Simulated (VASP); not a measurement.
Here is the system:

```
Eu
1.0
   -2.24369     2.24369     2.24369
    2.24369    -2.24369     2.24369
    2.24369     2.24369    -2.24369
Eu
1
Direct
  0.00000   0.00000   0.00000
```

Calculation: vdW-DF2, VASP's PBE PAW potentials (set 64) (plane waves; VASP). Numerical set-up: 520 eV cut-off, Gaussian smearing of 0.050 eV, potentials Eu_2.

The 4f electrons are frozen in the core of the lanthanide potential, so 4f levels, which can set the real gap, and their magnetism are missing.

Give the energies of bands 4 to 7 at the high-symmetry points, in eV from the Fermi level.

```
band      Γ      H      N     P
----  -----  -----  -----  ----
4     -3.75  -0.47  -1.12  0.65
5      2.38  -0.47   1.04  0.65
6      2.38   5.20   1.27  0.65
7      2.38   5.20   3.87  4.00
```

It has no gap at this level: it comes out as a metal or semimetal.

The compound is Eu in the bcc structure. It was relaxed first, which changed the volume by -6 %.
